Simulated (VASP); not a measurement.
Level of theory: PBEsol GGA, VASP's PBE PAW potentials (set 64) (plane waves; VASP).

VASP input:

### KPOINTS
```
Automatic mesh
0
Gamma
8 8 4
0 0 0
```

INCAR:
```
! general
SYSTEM = SiC
PREC   = Accurate
ENCUT  = 600
LREAL  = .FALSE.
LASPH  = .TRUE.

! electronic loop
EDIFF  = 1E-7
NELM   = 100
ALGO   = Normal

! smearing
ISMEAR = 0
SIGMA  = 0.05

! functional
GGA    = PS

! ions
ISIF   = 2

! output
LWAVE  = .FALSE.
LCHARG = .FALSE.
```

POSCAR:
```
SiC
10.508120
  0.1522698247  -0.2637390488   0.0000000000
  0.1522698247   0.2637390488   0.0000000000
  0.0000000000   0.0000000000   0.4999999841
Si C
2 2
Cart
  0.1522698247  -0.0879131921   0.2498192304
  0.1522698247   0.0879131921   0.4998192224
  0.1522698247  -0.0879131921   0.4376807477
  0.1522698247   0.0879131921   0.1876807557
```

POTCAR, in this order: Si C (PBE.64 set). Program: vasp_std.

### Question
Predict the energy per atom (σ→0), pressure.

### Answer

* **energy per atom (σ→0)**: -7864 meV/atom
* **pressure**: -20.80 GPa

File OSZICAR:
```
...
DAV:   8    -0.314580100336E+02    0.26490E-01   -0.38188E-02   844   0.149E+00    0.485E-01
DAV:   9    -0.314559809858E+02    0.20290E-02   -0.46747E-03   884   0.509E-01    0.125E-01
DAV:  10    -0.314561220922E+02   -0.14111E-03   -0.58951E-04   876   0.169E-01    0.547E-02
DAV:  11    -0.314561169749E+02    0.51173E-05   -0.11739E-04   876   0.758E-02    0.105E-02
DAV:  12    -0.314561173073E+02   -0.33247E-06   -0.49594E-06   876   0.175E-02    0.303E-03
DAV:  13    -0.314561175664E+02   -0.25903E-06   -0.15726E-07   636   0.350E-03    0.903E-04
DAV:  14    -0.314561176102E+02   -0.43829E-07   -0.34799E-08   512   0.140E-03
   1 F= -.31456118E+02 E0= -.31456118E+02  d E =-.988666E-12
```

The compound is SiC in the wurtzite structure, the rare 2H polytype. This cell was strained or had an atom moved on purpose.
